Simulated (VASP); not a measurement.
Output of a VASP run:

File OSZICAR:
```
       N       E                     dE             d eps       ncg     rms          rms(c)
DAV:   1     0.297714634313E+01    0.29771E+01   -0.44960E+03   792   0.864E+02
DAV:   2    -0.117822855469E+01   -0.41554E+01   -0.41242E+01   968   0.487E+01
DAV:   3    -0.120458074601E+01   -0.26352E-01   -0.26131E-01  1024   0.437E+00
DAV:   4    -0.120463232446E+01   -0.51578E-04   -0.51577E-04  1064   0.182E-01
DAV:   5    -0.120463255580E+01   -0.23134E-06   -0.23132E-06  1032   0.820E-03    0.740E+00
DAV:   6    -0.121608318368E+01   -0.11451E-01   -0.23244E-03   872   0.442E-01    0.444E+00
DAV:   7    -0.122324466427E+01   -0.71615E-02   -0.50838E-03   912   0.712E-01    0.649E-02
DAV:   8    -0.122334445530E+01   -0.99791E-04   -0.10924E-04   832   0.111E-01    0.172E-02
DAV:   9    -0.122335428012E+01   -0.98248E-05   -0.10840E-05  1096   0.361E-02    0.348E-03
DAV:  10    -0.122335317687E+01    0.11032E-05   -0.25527E-06   784   0.130E-02    0.228E-03
DAV:  11    -0.122335325635E+01   -0.79477E-07   -0.51472E-08   432   0.229E-03
   1 F= -.12233533E+01 E0= -.12228987E+01  d E =-.122335E+01
```

OUTCAR:
```
------------------------ aborting loop because EDIFF is reached ----------------------------------------
  FORCE on cell =-STRESS in cart. coord.  units (eV):
  Direction    XX          YY          ZZ          XY          YZ          ZX
  --------------------------------------------------------------------------------------
  Total       -0.0029202     -0.0029202     -0.0029202      0.0000000     -0.0000000      0.0000000
  in kB       -0.1077096     -0.1077096     -0.1077096      0.0000000     -0.0000000      0.0000000
  external PRESSURE =      -0.1077096 kB  Pullay stress =       0.0000000 kB
  volume of cell :       43.44
      direct lattice vectors                 reciprocal lattice vectors
     0.000000000  2.790069150  2.790069150    -0.179207028  0.179207028  0.179207028
     2.790069150  0.000000000  2.790069150     0.179207028 -0.179207028  0.179207028
     2.790069150  2.790069150  0.000000000     0.179207028  0.179207028 -0.179207028
 POSITION                                       TOTAL-FORCE (eV/Angst)
 -----------------------------------------------------------------------------------
      0.00000      0.00000      0.00000         0.000000     -0.000000      0.000000
 -----------------------------------------------------------------------------------
    total drift:                               -0.000000     -0.000000     -0.000000
  FREE ENERGIE OF THE ION-ELECTRON SYSTEM (eV)
  ---------------------------------------------------
  free  energy   TOTEN  =        -1.2233532564 eV

  energy  without entropy=       -1.2219897221  energy(sigma->0) =       -1.22289874

 reached required accuracy - stopping structural energy minimisation
```
(Selected blocks of OUTCAR.)

POSCAR:
```
Yb
1
    0.0000000000     2.7900691496     2.7900691496
    2.7900691496     0.0000000000     2.7900691496
    2.7900691496     2.7900691496    -0.0000000000
Yb
1
Direct
  0.0000000000   0.0000000000   0.0000000000
```

Q: Write an INCAR and KPOINTS that could have produced this output.

A: Several could match; the one computed here: the input of the run itself, RPBE GGA, plane waves, VASP's PBE PAW potentials (set 64).

### KPOINTS
```
Regular mesh
0
Gamma
10 10 10
```

INCAR:
```
! general
SYSTEM  = Yb
PREC    = Accurate
ENCUT   = 520
LREAL   = F
LASPH   = T

! electronic loop
EDIFF   = 1E-6
NELM    = 100
ALGO    = Normal
LMAXMIX = 6

! smearing
ISMEAR  = 1
SIGMA   = 0.1

! functional
GGA     = RP

! ions
IBRION  = 2
NSW     = 60
ISIF    = 3
EDIFFG  = -0.01

! output
LWAVE   = F
LCHARG  = F
```

POTCAR, in this order: Yb_2 (PBE.64 set). Program: vasp_std.

The 4f electrons are frozen in the core of the lanthanide potential, so 4f levels, which can set the real gap, and their magnetism are missing.

The compound is Yb in the fcc structure. It was relaxed first, which changed the volume by +6 %. The start is the result of an earlier pass.
